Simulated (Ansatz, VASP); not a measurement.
## Cross-check of ZnSe (Stilleite) between VASP and Ansatz

One calculation is typed for both programs; each brings its own data sets. How far apart do they land? The cell is taken from a series of runs on this material, whose earlier steps may have relaxed, scaled, displaced or heated it; both programs get it as it stands.

Calculated with Ansatz 0.2.0; plane waves, with VASP 6.6.1 beside it; zone-centre phonons at PBE.

## Step 1: The structure

The structure is cubic, space group F-43m (No. 216). Conventional cell: a = 5.616 Å, b = 5.616 Å, c = 5.616 Å, α = 90.00°, β = 90.00°, γ = 90.00°. Zn has 4 Se at 2.43 Å nearest. Nearest to Se lie 4 Zn at 2.43 Å. Farther neighbours and most contacts between anions are not listed.

As a file:

```cif
data_structure
_symmetry_space_group_name_H-M 'P 1'
_symmetry_Int_Tables_number 1
_cell_length_a 3.9708
_cell_length_b 3.9708
_cell_length_c 3.9708
_cell_angle_alpha 60.000
_cell_angle_beta 60.000
_cell_angle_gamma 60.000
_cell_volume 44.27
loop_
_atom_site_label
_atom_site_type_symbol
_atom_site_fract_x
_atom_site_fract_y
_atom_site_fract_z
_atom_site_occupancy
Zn1 Zn 0.00000 0.00000 0.00000 1
Se2 Se 0.75000 0.75000 0.75000 1
```

## Step 2: VASP: zone-centre phonons, PBE, pair 1

Second derivatives magnify differences that forces hide, and they need a tight electronic threshold.

Lines of VASP's logs that name or quote its potential files are left out, and so is its time.

INCAR

```
SYSTEM = ZnSe
PREC = Accurate
ENCUT = 500
EDIFF = 1E-08
NELM = 120
ISMEAR = 0
SIGMA = 0.01
LREAL = .FALSE.
ALGO = Normal
GGA = PE
NBANDS = 15
LORBIT = 11
LWAVE = .FALSE.
LCHARG = .FALSE.
ISIF = 2
IBRION = 8
LEPSILON = .TRUE.
LASPH = .TRUE.
GGA_COMPAT = .FALSE.
EFERMI = MIDGAP
KPAR = 2
```

POSCAR

```
ZnSe
1.0
    0.0000000000      2.8078018683      2.8078018683
    2.8078018683      0.0000000000      2.8078018683
    2.8078018683      2.8078018683      0.0000000000
Zn Se
1 1
Direct
    0.0000000000      0.0000000000      0.0000000000
    0.7500000000      0.7500000000      0.7500000000
```

KPOINTS

```
Automatic mesh
0
Gamma
12 12 12
0 0 0
```

PAW data sets: Zn and Se (PBE family, release 64).

On the command line:

```
> mpirun -np 2 vasp_std
```

Numbers of over 12 decimals in the logs are rounded to 6 here.

Log:

```text
[banner, memory and clock lines left out]
running    2 mpi-ranks, on    1 nodes
 distrk:  each k-point on    1 cores,    2 groups
 distr:  one band on    1 cores,    1 groups

 POSCAR found type information on POSCAR ZnSe
 POSCAR found :  2 types and       2 ions
 LDA part: xc-table for (Slater+PW92), standard interpolation
 POSCAR, INCAR and KPOINTS ok, starting setup
 FFT: planning ... GRIDC
 FFT: planning ... GRID_SOFT
 FFT: planning ... GRID
 WAVECAR not read
 entering main loop
       N       E                     dE             d eps       ncg     rms          rms(c)
DAV:   1     0.873292388678E+02    0.87329E+02   -0.86887E+03  2168   0.135E+03
DAV:   2    -0.739818064311E+00   -0.88069E+02   -0.83382E+02  2363   0.257E+02
DAV:   3    -0.623737657696E+01   -0.54976E+01   -0.54735E+01  2678   0.639E+01
DAV:   4    -0.628276144516E+01   -0.45385E-01   -0.45379E-01  2524   0.622E+00
DAV:   5    -0.628298229419E+01   -0.22085E-03   -0.22085E-03  2825   0.399E-01    0.500E+00
DAV:   6    -0.601431835892E+01    0.26866E+00   -0.56851E-01  3146   0.260E+01    0.380E+00
DAV:   7    -0.599502362268E+01    0.19295E-01   -0.16835E-01  2398   0.386E+00    0.160E+00
DAV:   8    -0.599484009499E+01    0.18353E-03   -0.47150E-03  2891   0.738E-01    0.466E-01
DAV:   9    -0.599505643706E+01   -0.21634E-03   -0.11424E-03  2475   0.269E-01    0.673E-02
DAV:  10    -0.599516126038E+01   -0.10482E-03   -0.19982E-04  2623   0.109E-01    0.236E-02
DAV:  11    -0.599515604717E+01    0.52132E-05   -0.38535E-05  2392   0.510E-02    0.558E-03
DAV:  12    -0.599515713524E+01   -0.10881E-05   -0.49840E-06  2699   0.137E-02    0.280E-03
DAV:  13    -0.599515730379E+01   -0.16855E-06   -0.51011E-07  2447   0.572E-03    0.120E-03
DAV:  14    -0.599515730179E+01    0.19947E-08   -0.43914E-08  2692   0.247E-03
   1 F= -.59951573E+01 E0= -.59951573E+01  d E =0.000000E+00
 Linear response reoptimize wavefunctions to high precision
DAV:   1    -0.599515729686E+01    0.49361E-08   -0.90353E-09  2545   0.881E-04
DAV:   2    -0.599515729684E+01    0.12733E-10   -0.18023E-10  1528   0.929E-05
 Linear response G [H, r] |phi>, progress :
  Direction:   1
       N       E                     dE             d eps       ncg     rms
RMM:   1    -0.530302490318E+02   -0.53030E+02    0.16406E+02  3567   0.681E+01
RMM:   2    -0.545989953637E+02   -0.15687E+01   -0.91934E+00  3694   0.228E+01
RMM:   3    -0.547457931951E+02   -0.14680E+00   -0.35534E-01  3847   0.459E+00
RMM:   4    -0.547530861572E+02   -0.72930E-02   -0.51743E-03  4066   0.889E-01
RMM:   5    -0.547547384710E+02   -0.16523E-02   -0.10232E-03  4118   0.222E-01
RMM:   6    -0.547547065759E+02    0.31895E-04    0.11235E-03  4248   0.592E-02
RMM:   7    -0.547548064061E+02   -0.99830E-04    0.28788E-04  4210   0.185E-02
RMM:   8    -0.547548217714E+02   -0.15365E-04    0.16210E-04  3704   0.666E-03
RMM:   9    -0.547548571028E+02   -0.35331E-04   -0.34966E-04  3339   0.294E-03
RMM:  10    -0.547548265835E+02    0.30519E-04   -0.43048E-04  3152   0.176E-03
RMM:  11    -0.547548315790E+02   -0.49956E-05   -0.52568E-04  2803   0.136E-03
RMM:  12    -0.547548324779E+02   -0.89888E-06   -0.51838E-04  2542   0.122E-03
RMM:  13    -0.547548313404E+02    0.11376E-05   -0.53787E-04  2294   0.123E-03
RMM:  14    -0.547548306286E+02    0.71171E-06   -0.53051E-04  2154   0.118E-03
RMM:  15    -0.547548317544E+02   -0.11258E-05   -0.50606E-04  2020   0.122E-03
 Linear response G [H, r] |phi>, progress :
  Direction:   2
       N       E                     dE             d eps       ncg     rms
RMM:   1    -0.543822837084E+02   -0.54382E+02    0.13176E+02  3548   0.663E+01
RMM:   2    -0.569266502744E+02   -0.25444E+01   -0.81964E+00  3658   0.214E+01
RMM:   3    -0.570317664094E+02   -0.10512E+00   -0.28335E-01  3827   0.413E+00
RMM:   4    -0.570366287000E+02   -0.48623E-02   -0.33397E-03  4072   0.818E-01
RMM:   5    -0.570382513938E+02   -0.16227E-02   -0.15218E-03  4084   0.204E-01
RMM:   6    -0.570381957738E+02    0.55620E-04    0.68051E-04  4239   0.553E-02
RMM:   7    -0.570383033159E+02   -0.10754E-03   -0.25063E-04  4174   0.176E-02
RMM:   8    -0.570383078190E+02   -0.45030E-05   -0.29025E-04  3665   0.644E-03
RMM:   9    -0.570383004700E+02    0.73489E-05    0.30724E-04  3340   0.292E-03
RMM:  10    -0.570382780243E+02    0.22446E-04    0.69012E-04  3098   0.180E-03
RMM:  11    -0.570382852909E+02   -0.72667E-05    0.54368E-04  2721   0.141E-03
RMM:  12    -0.570382860265E+02   -0.73556E-06    0.57646E-04  2461   0.131E-03
RMM:  13    -0.570382849395E+02    0.10870E-05    0.52703E-04  2267   0.124E-03
RMM:  14    -0.570382808202E+02    0.41193E-05    0.63073E-04  2142   0.123E-03
RMM:  15    -0.570382770977E+02    0.37224E-05    0.59051E-04  2003   0.124E-03
 Linear response G [H, r] |phi>, progress :
  Direction:   3
       N       E                     dE             d eps       ncg     rms
 LRF_COMMUTATOR internal error: the vector H(1)-e(1) S(1) |phi(0)> is not orthog
[...]
Linear response to external field (no local field effect), progress :
  Direction:   1
       N       E                     dE             d eps       ncg     rms          rms(c)
RMM:   1    -0.867255950339E+00   -0.86726E+00   -0.34980E+00  3067   0.374E+00
RMM:   2    -0.925823930241E+00   -0.58568E-01   -0.13513E-02  3764   0.705E-01
[...]
RMM:   4    -0.808566378184E+00   -0.29468E-01   -0.28552E-02 14806   0.910E-01    0.161E-01
RMM:   5    -0.825211984862E+00   -0.16646E-01   -0.12169E-03 14381   0.220E-01    0.323E-02
RMM:   6    -0.825901345234E+00   -0.68936E-03   -0.65708E-05 14311   0.458E-02    0.189E-02
RMM:   7    -0.826952815084E+00   -0.10515E-02   -0.92327E-06 14447   0.240E-02    0.142E-03
RMM:   8    -0.827026917431E+00   -0.74102E-04    0.10233E-06 15196   0.342E-03    0.920E-04
RMM:   9    -0.827016470705E+00    0.10447E-04    0.22156E-07 15141   0.154E-03    0.193E-04
RMM:  10    -0.827025335940E+00   -0.88652E-05   -0.32034E-08 14403   0.347E-04    0.822E-05
RMM:  11    -0.827020532362E+00    0.48036E-05   -0.33743E-08 12843   0.174E-04    0.130E-05
RMM:  12    -0.827019930528E+00    0.60183E-06   -0.71107E-09  8691   0.484E-05    0.358E-06
 change of polarisation eV/A/(eV/A) component  1 :     1.521     0.332     0.192
 dielectric tensor                  component  1 :     7.218     1.359     0.786
 Linear response to external field, progress :
  Direction:   2
       N       E                     dE             d eps       ncg     rms          rms(c)
RMM:   1    -0.753100954902E+00   -0.75310E+00   -0.30011E+00 11715   0.356E+00
RMM:   2    -0.807186482612E+00   -0.54086E-01   -0.13024E-02 14705   0.683E-01    0.137E+00
RMM:   3    -0.779090963247E+00    0.28096E-01   -0.23706E-02 14328   0.838E-01    0.757E-01
RMM:   4    -0.808559877647E+00   -0.29469E-01   -0.28542E-02 14804   0.911E-01    0.161E-01
RMM:   5    -0.825209077654E+00   -0.16649E-01   -0.11716E-03 14382   0.220E-01    0.323E-02
RMM:   6    -0.825900751514E+00   -0.69167E-03   -0.52412E-05 14313   0.457E-02    0.189E-02
RMM:   7    -0.826953046890E+00   -0.10523E-02   -0.50379E-06 14439   0.240E-02    0.142E-03
RMM:   8    -0.827027505556E+00   -0.74459E-04    0.19875E-06 15196   0.342E-03    0.920E-04
RMM:   9    -0.827017209353E+00    0.10296E-04    0.52436E-07 15135   0.154E-03    0.193E-04
RMM:  10    -0.827025883569E+00   -0.86742E-05    0.11017E-07 14407   0.346E-04    0.820E-05
RMM:  11    -0.827021258313E+00    0.46253E-05    0.27195E-08 12849   0.176E-04    0.129E-05
RMM:  12    -0.827020656626E+00    0.60169E-06   -0.40299E-09  8651   0.479E-05    0.378E-06
 change of polarisation eV/A/(eV/A) component  2 :     0.287     1.521     0.168
 dielectric tensor                  component  2 :     1.172     7.218     0.687
 Linear response to external field, progress :
  Direction:   3
       N       E                     dE             d eps       ncg     rms          rms(c)
RMM:   1    -0.752972474243E+00   -0.75297E+00   -0.29998E+00 11717   0.357E+00
RMM:   2    -0.807173207348E+00   -0.54201E-01   -0.12926E-02 14700   0.683E-01    0.137E+00
RMM:   3    -0.779094932920E+00    0.28078E-01   -0.23667E-02 14331   0.837E-01    0.757E-01
RMM:   4    -0.808556678958E+00   -0.29462E-01   -0.28466E-02 14806   0.910E-01    0.161E-01
RMM:   5    -0.825208873381E+00   -0.16652E-01   -0.11690E-03 14381   0.220E-01    0.323E-02
RMM:   6    -0.825900172148E+00   -0.69130E-03   -0.50916E-05 14315   0.458E-02    0.189E-02
RMM:   7    -0.826953155137E+00   -0.10530E-02   -0.52013E-06 14442   0.240E-02    0.142E-03
RMM:   8    -0.827027634230E+00   -0.74479E-04    0.19516E-06 15199   0.342E-03    0.921E-04
RMM:   9    -0.827017215911E+00    0.10418E-04    0.51238E-07 15133   0.154E-03    0.193E-04
RMM:  10    -0.827025956191E+00   -0.87403E-05    0.10286E-07 14407   0.345E-04    0.821E-05
RMM:  11    -0.827021305959E+00    0.46502E-05    0.31476E-08 12832   0.176E-04    0.130E-05
RMM:  12    -0.827020696945E+00    0.60901E-06   -0.11344E-09  8670   0.479E-05    0.396E-06
 change of polarisation eV/A/(eV/A) component  3 :     0.236     0.289     1.521
 dielectric tensor                  component  3 :     0.964     1.179     7.218
 Linear response DOF=           2
 Linear response progress:
  Degree of freedom:   1/  2
       N       E                     dE             d eps       ncg     rms          rms(c)
RMM:   1    -0.211616039201E+00   -0.21162E+00   -0.10977E-02 11775   0.200E+00
RMM:   2    -0.209928363337E+00    0.16877E-02   -0.23524E-03 13383   0.364E-01    0.861E-02
RMM:   3    -0.209660865461E+00    0.26750E-03   -0.38465E-05 15157   0.453E-02    0.523E-02
RMM:   4    -0.209294317122E+00    0.36655E-03   -0.19553E-05 15414   0.313E-02    0.253E-03
RMM:   5    -0.209306877426E+00   -0.12560E-04   -0.17958E-06 16050   0.461E-03    0.791E-04
RMM:   6    -0.209302907595E+00    0.39698E-05   -0.75172E-08 16277   0.143E-03    0.423E-04
RMM:   7    -0.209301679335E+00    0.12283E-05   -0.10897E-07 15643   0.631E-04    0.468E-05
RMM:   8    -0.209301565191E+00    0.11414E-06   -0.88745E-09 16753   0.115E-04    0.212E-05
RMM:   9    -0.209301625062E+00   -0.59871E-07   -0.85425E-09 16072   0.538E-05    0.427E-06
RMM:  10    -0.209301625342E+00   -0.28061E-09    0.99937E-10 15651   0.106E-05    0.330E-06
 first order change of Fermi-energy   0.35155E+00
 force on displaced ion       1 direction 1 :  -6.238   0.000   0.000
 Born effective charge ion    1 direction 1 :   2.012   0.000   0.000
 Linear response progress:
  Degree of freedom:   2/  2
       N       E                     dE             d eps       ncg     rms          rms(c)
RMM:   1    -0.822272960466E-01   -0.82227E-01    0.10820E-01 20063   0.173E+00
RMM:   2    -0.817189547403E-01    0.50834E-03   -0.30573E-03 13342   0.482E-01    0.118E-01
RMM:   3    -0.819932781268E-01   -0.27432E-03   -0.14959E-04 14719   0.956E-02    0.660E-02
RMM:   5    -0.824712263566E-01   -0.22226E-04   -0.29976E-06 14856   0.869E-03    0.440E-03
RMM:   6    -0.824608626906E-01    0.10364E-04   -0.28839E-07 14789   0.231E-03    0.171E-03
RMM:   7    -0.824583261310E-01    0.25366E-05   -0.56497E-08 14609   0.101E-03    0.222E-04
RMM:   8    -0.824606681252E-01   -0.23420E-05    0.19488E-09 15304   0.241E-04    0.519E-05
RMM:   9    -0.824605933128E-01    0.74812E-07   -0.75375E-09 14413   0.118E-04    0.926E-06
RMM:  10    -0.824605387534E-01    0.54559E-07    0.23173E-09 15297   0.196E-05    0.564E-06
RMM:  11    -0.824605551319E-01   -0.16379E-07   -0.46782E-10 14168   0.952E-06    0.206E-06
RMM:  12    -0.824605609492E-01   -0.58172E-08    0.86717E-10 10744   0.255E-06    0.233E-07
 first order change of Fermi-energy  -0.35132E+00
 force on displaced ion       2 direction 1 :  -6.258   0.000   0.000
 Born effective charge ion    2 direction 1 :  -2.016   0.000   0.000
 Born effective charges drift removed
 Linear response finished
```

From OUTCAR (step 2):

```text
ion  position               nearest neighbor table
   1  0.000  0.000  0.000-   2 2.43   2 2.43   2 2.43   2 2.43
   2  0.750  0.750  0.750-   1 2.43   1 2.43   1 2.43   1 2.43

  LATTYP: Found a face centered cubic cell.
 ALAT       =     5.6156037366

 Subroutine GETGRP returns: Found 24 space group operations
 (whereof 24 operations were pure point group operations)

The static configuration has the point symmetry T_d .

 Found     72 irreducible k-points:

   k-points           NKPTS =     72   k-points in BZ     NKDIM =     72   number of bands    NBANDS=     15

   dimension x,y,z NGX =    30 NGY =   30 NGZ =   30
   dimension x,y,z NGXF=    60 NGYF=   60 NGZF=   60

   ENCUT  =  500.0 eV  36.75 Ry    6.06 a.u.   7.24  7.24  7.24*2*pi/ulx,y,z

   NELECT =      18.0000    total number of electrons

 k-points in reciprocal lattice and weights: Automatic mesh
   0.00000000  0.00000000  0.00000000       0.001
   0.08333333  0.00000000  0.00000000       0.005
   0.16666667  0.00000000  0.00000000       0.005
   0.25000000  0.00000000  0.00000000       0.005
   0.33333333  0.00000000  0.00000000       0.005
   0.41666667  0.00000000  0.00000000       0.005
   0.50000000  0.00000000  0.00000000       0.002
   0.08333333  0.08333333  0.00000000       0.003
   0.16666667  0.08333333  0.00000000       0.014
[...]
-0.33333333  0.50000000  0.16666667       0.007
  -0.25000000  0.50000000  0.25000000       0.003

 average (electrostatic) potential at core
       1 -36.9222       2 -55.7913

  Total        1.1880069      1.1880069      1.1880069      0.0000000     -0.0000000     -0.0000000
  in kB       42.9932394     42.9932394     42.9932394      0.0000000     -0.0000000     -0.0000000
  external PRESSURE =      42.9932394 kB  Pullay stress =       0.0000000 kB

  energy-cutoff  :      500.00
  volume of cell :       44.27
      direct lattice vectors                 reciprocal lattice vectors
     0.000000000  2.807801868  2.807801868    -0.178075243  0.178075243  0.178075243
     2.807801868  0.000000000  2.807801868     0.178075243 -0.178075243  0.178075243
     2.807801868  2.807801868  0.000000000     0.178075243  0.178075243 -0.178075243

 POSITION                                       TOTAL-FORCE (eV/Angst)
 -----------------------------------------------------------------------------------
      0.00000      0.00000      0.00000        -0.000000     -0.000000     -0.000000
      4.21170      4.21170      4.21170         0.000000      0.000000      0.000000
 -----------------------------------------------------------------------------------
    total drift:                               -0.000000     -0.000000     -0.000000

 MACROSCOPIC STATIC DIELECTRIC TENSOR (including local field effects in DFT)
 ------------------------------------------------------
           7.218036     0.000000     0.000000
           0.000000     7.218036     0.000000
          -0.000000    -0.000000     7.218036
 ------------------------------------------------------

 PIEZOELECTRIC TENSOR (including local field effects)  for field in x, y, z        (C/m^2)
          XX          YY          ZZ          XY          YZ          ZX
  --------------------------------------------------------------------------------
  x    -0.00000     0.00000    -0.00000     0.00000     0.68792     0.00000
  y    -0.00000     0.00000     0.00000     0.00000    -0.00000     0.68792
  z     0.00000    -0.00000     0.00000     0.68792     0.00000     0.00000

 BORN EFFECTIVE CHARGES (including local field effects) (in |e|, cummulative output)
 ---------------------------------------------------------------------------------
 ion    1
    1     2.01454    -0.00000    -0.00000
    2    -0.00000     2.01454    -0.00000
    3     0.00000     0.00000     2.01454
 ion    2
    1    -2.01454     0.00000     0.00000
    2     0.00000    -2.01454     0.00000
    3    -0.00000    -0.00000    -2.01454

 Eigenvectors and eigenvalues of the dynamical matrix
 ----------------------------------------------------

   1 f  =    6.533376 THz    41.050412 2PiTHz  217.929967 cm-1    27.019860 meV
             X         Y         Z           dx          dy          dz
      0.000000  0.000000  0.000000     0.000000    0.739082    0.000000
      4.211703  4.211703  4.211703     0.000000   -0.673616    0.000000

   2 f  =    6.533376 THz    41.050412 2PiTHz  217.929967 cm-1    27.019860 meV
             X         Y         Z           dx          dy          dz
      0.000000  0.000000  0.000000     0.739082    0.000000    0.000000
      4.211703  4.211703  4.211703    -0.673616    0.000000    0.000000

   3 f  =    6.533376 THz    41.050412 2PiTHz  217.929967 cm-1    27.019860 meV
             X         Y         Z           dx          dy          dz
      0.000000  0.000000  0.000000     0.000000    0.000000    0.739082
      4.211703  4.211703  4.211703     0.000000    0.000000   -0.673616

   4 f/i=    0.005001 THz     0.031422 2PiTHz    0.166815 cm-1     0.020682 meV
             X         Y         Z           dx          dy          dz
      0.000000  0.000000  0.000000    -0.673616    0.000000    0.000000
      4.211703  4.211703  4.211703    -0.739082    0.000000    0.000000

   5 f/i=    0.005001 THz     0.031422 2PiTHz    0.166815 cm-1     0.020682 meV
             X         Y         Z           dx          dy          dz
      0.000000  0.000000  0.000000     0.000000   -0.673616    0.000000
      4.211703  4.211703  4.211703     0.000000   -0.739082    0.000000

   6 f/i=    0.005001 THz     0.031422 2PiTHz    0.166815 cm-1     0.020682 meV
             X         Y         Z           dx          dy          dz
      0.000000  0.000000  0.000000     0.000000    0.000000   -0.673616
      4.211703  4.211703  4.211703     0.000000    0.000000   -0.739082

 MACROSCOPIC STATIC DIELECTRIC TENSOR IONIC CONTRIBUTION
 ------------------------------------------------------
           2.654914    -0.000000     0.000000
          -0.000000     2.654914     0.000000
           0.000000     0.000000     2.654914
 ------------------------------------------------------

 ELASTIC MODULI CONTR FROM IONIC RELAXATION (kBar)
 Direction    XX          YY          ZZ          XY          YZ          ZX
 --------------------------------------------------------------------------------
 XX          -0.0000      0.0000      0.0000      0.0000      0.0000      0.0000
 YY           0.0000     -0.0000      0.0000      0.0000      0.0000     -0.0000
 ZZ           0.0000      0.0000     -0.0000      0.0000      0.0000      0.0000
 XY           0.0000      0.0000      0.0000   -256.9800      0.0000      0.0000
 YZ           0.0000      0.0000      0.0000      0.0000   -256.9800      0.0000
 ZX           0.0000     -0.0000      0.0000      0.0000      0.0000   -256.9800
 --------------------------------------------------------------------------------

 PIEZOELECTRIC TENSOR IONIC CONTR  for field in x, y, z        (C/m^2)
          XX          YY          ZZ          XY          YZ          ZX
  --------------------------------------------------------------------------------
  x     0.00000     0.00000    -0.00000     0.00000    -0.77723     0.00000
  y    -0.00000    -0.00000    -0.00000     0.00000     0.00000    -0.77723
  z     0.00000    -0.00000     0.00000    -0.77723    -0.00000    -0.00000
```

[end of part 1 of 2]

[Lines on the potential files, build, host, timing and source positions are cut from VASP's logs without a mark.]

[Logs are printed without paths, hosts, clocks, repeated set-up lines and the standing remarks that a program may print on its own settings, such as how far it seeks lower states.]

[Hosts, paths, dates, database ids (printed as entryN), source tags and the programs' standing remarks are cut or masked in the printed files.]
